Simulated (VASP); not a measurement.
VASP runs on LuGe2 (space group Fm-3m) share one base input (PBE GGA, plane waves, VASP's PBE PAW potentials (set 64)) and change the settings named in each case.

INCAR:
```
SYSTEM  =  LuGe2
PREC  =  Accurate; ENCUT  =  300; LREAL  =  .FALSE.
LASPH  =  .TRUE.
EDIFF  =  1E-6; NELM  =  100; ALGO  =  Normal
LMAXMIX  =  6
ISMEAR  =  0; SIGMA  =  0.2
GGA  =  PE
ISIF  =  2
LWAVE  =  .FALSE.; LCHARG  =  .FALSE.
```

KPOINTS:
```
Automatic mesh
0
Gamma
7 7 7
0 0 0
```

POSCAR:
```
LuGe2
1.0
  0.0000000000   3.4293520000   3.4293520000
  3.4293520000   0.0000000000   3.4293520000
  3.4293520000   3.4293520000   0.0000000000
Lu Ge
1 2
Cart
  0.0000000000   0.0000000000   0.0000000000
  1.7146760000   1.7146760000   1.7146760000
  5.1440280000   5.1440280000   5.1440280000
```

POTCAR, in this order: Lu_3 Ge_d (PBE.64 set). Program: vasp_std.

| change | E(σ→0) (eV/atom) | pressure (GPa) | −TS (eV) |
|---|---|---|---|
| base run | -4.5738 | -5.31 | -0.0350 |
| GGA = PS | -4.9629 | -7.69 | -0.0357 |
| GGA_COMPAT = .FALSE., LNONCOLLINEAR = .TRUE., LSORBIT = .TRUE., MAGMOM = 0.0 0.0 0.0 0.0 0.0 0.0 0.0 0.0 0.0, program vasp_ncl | -4.6936 | -5.31 | -0.0337 |
| KPOINTS 1×1×1 Γ-centred mesh | -3.8450 | -8.31 | -0.2232 |
 Energies of different potentials or functionals have different zeros.  At 300 eV the pressure can carry a Pulay error.

Left out are runs that ran out of time, are held back, or changed the cell or the kind of run, fixed moments of cells without a moment, rows past the twelfth, gaps on odd meshes, pressures of charged cells and columns that move by less than the noise.

The structure was generated: LuGe2 was put into an ordered model structure, which need not be its known phase. The cell was not relaxed at this level.
